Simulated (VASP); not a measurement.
A run of VASP 6.6.1 is set up as follows.

The input INCAR:

```
PREC = Accurate
ENCUT = 520
EDIFF = 1E-7
ISMEAR = -1
SIGMA = 0.1
LREAL = F
LASPH = T
NELM = 150
ALGO = Normal
ISIF = 2
LWAVE = F
LCHARG = F
MAGMOM = 0 0 0
LORBIT = 11
LSORBIT = T
GGA_COMPAT = F
LORBMOM = T
GGA = CA
NBANDS = 16
```

Contents of KPOINTS:

```
Automatic mesh
0
Gamma
  14 14 14
```

The input POSCAR:

```
P
1.0
    0.0000000000      1.9066316600      1.9066316600
    1.9066316600      0.0000000000      1.9066316600
    1.9066316600      1.9066316600      0.0000000000
P
1
Direct
    0.0000000000      0.0000000000      0.0000000000
```

Potentials or basis: VASP PAW LDA potentials, release 64 (P).

Run with:

```sh
$ cat potpaw_LDA.64/P/POTCAR > POTCAR
$ mpirun -np 1 vasp_ncl > vasp.out
```

Q: What does it give for the pressure?

A: -0.1 GPa.

Q: What does it give for the net moment?

A: 0.00 μB per cell.

Moments on the atoms (μB; x, y, z):
```
P   0.00 0.00 0.00
```
